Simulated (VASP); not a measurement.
GaN (zinc blende), at 0.96 of the tabulated volume:

```xyz
2
Lattice="0.0000 2.2295 2.2295 2.2295 0.0000 2.2295 2.2295 2.2295 0.0000" Properties=species:S:1:pos:R:3 pbc="T T T"
Ga     0.0000     0.0000     0.0000
N      1.1147     1.1147     1.1147
```

The lowest empty band near Γ, direction [110], from PBE with spin-orbit coupling in VASP (PAW); its two spin partners are averaged. The gap over the points computed is 1.93 eV, and the next band on that side lies 8.34 eV away at the edge.

Settings: 520 eV cut-off, 11×11×11 Γ-centred mesh, Gaussian smearing of 0.050 eV, potentials Ga_d N.

```tsv
distance from the edge in k (1/Å)	distance in energy (meV)
0.012	3.2
0.018	7.2
0.025	13.8
0.035	26.9
0.050	53.9
0.070	102.7
```

### Question
Fit E(1 + αE) = ħ²k²/2m* (ħ²/2m0 = 3.810 eV Å²) and predict the row at 0.095 1/Å.

### Answer
Least squares on the energies gives the electron mass m* = 0.171 m0 and α = 0.62 per eV, and so 180.9 meV. The run gave 181.0 meV, +0.1 meV from the fit.

Left out are points under 3 meV from the edge, since the levels carry 0.1 meV, and points farther than half the way to the next band.

The compound is GaN in the zinc blende structure, a metastable form; wurtzite is the usual one. The cell was not relaxed at this level.
